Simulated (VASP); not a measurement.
Data:

```
CELL_PARAMETERS angstrom
      0.00000     2.55461     2.55461
      2.55461     0.00000     2.55461
      2.55461     2.55461     0.00000
ATOMIC_POSITIONS crystal
  Ge 0.00000 0.00000 0.00000
  Mo 0.50000 0.50000 0.50000
```

Method: r2SCAN meta-GGA, VASP's PBE PAW potentials (set 64) (plane waves; VASP 6.6.1). Run with 400 eV cut-off, 14×14×14 Γ-centred mesh, tetrahedra with Blöchl corrections, potentials Ge_d Mo_sv.

Task: Tabulate the total density of states (states/eV per cell) against energy (eV; zero at the valence-band maximum or, without a gap, the Fermi level).

Result: 
(E (eV), DOS (states/eV)): (-9.98, 0.90); (-9.62, 1.34); (-9.26, 2.10); (-8.90, 0.03); (-8.66, 0.00); (-8.30, 0.00); (-7.94, 0.00); (-7.58, 0.00); (-7.22, 0.00); (-6.86, 0.00); (-6.50, 0.03); (-6.14, 0.23); (-5.90, 0.36); (-5.54, 0.62); (-5.18, 1.01); (-4.82, 1.25); (-4.46, 0.96); (-4.10, 1.07); (-3.74, 2.93); (-3.38, 3.59); (-3.14, 2.05); (-2.78, 1.24); (-2.42, 0.86); (-2.06, 0.61); (-1.70, 0.37); (-1.34, 0.67); (-0.98, 1.00); (-0.62, 1.39); (-0.38, 1.85); (-0.02, 2.44); (0.34, 3.34); (0.70, 1.17); (1.06, 0.38); (1.42, 2.81); (1.78, 1.46); (2.14, 1.21); (2.38, 1.05); (2.74, 0.85); (3.10, 1.20); (3.46, 1.15)
Within 2 eV below the Fermi level the largest weight inside VASP's projection spheres is Mo d.

The structure was generated: GeMo was put into the rocksalt type (Fm-3m), which need not be its known phase. It was relaxed first, which changed the volume by -24 %.
